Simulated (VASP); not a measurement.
Runs of VASP 6.6.1 on Fe. Symmetry: Im-3m, No. 229, cubic system. Conventional cell: a = 2.886 Å, b = 2.886 Å, c = 2.886 Å, α = 90.00°, β = 90.00°, γ = 90.00°. Fe (site symmetry m-3m) is surrounded by 8 Fe at 2.50 Å. 

```tsv
level	gap on the mesh (eV)	pressure (GPa)	moment (μB)	relaxed volume (Å³/atom)
PBEsol	none	-0.1	2.12	(a)
PBE+D3(BJ)	none	0.0	2.15	11.05
RPBE	none	0.0	2.24	11.70
r2SCAN+rVV10	none	0.0	2.62	11.61
rev-vdW-DF2	none	-0.1	2.13	(b)
```

Alike in all rows: task relaxation of cell and atoms; potentials or basis VASP PAW PBE potentials, release 64 (Fe); spin collinear, ferromagnetic start; cell relaxed; k mesh 18 × 18 × 18; cutoff (eV) 600; smearing methfessel-paxton 0.1 eV.

Q: Fill in the values left out.

A: (a) 10.83; (b) 11.06.

Caveats: the PAW data sets were made with another functional, which shifts forces and pressure a little (some runs); pairwise dispersion overbinds metals, which lowers pressure and volume (some runs).

A k mesh can miss the band edges.

A gap of «none» marks a metal or a gap under the smearing width.

Not every run made on this cell is shown here.
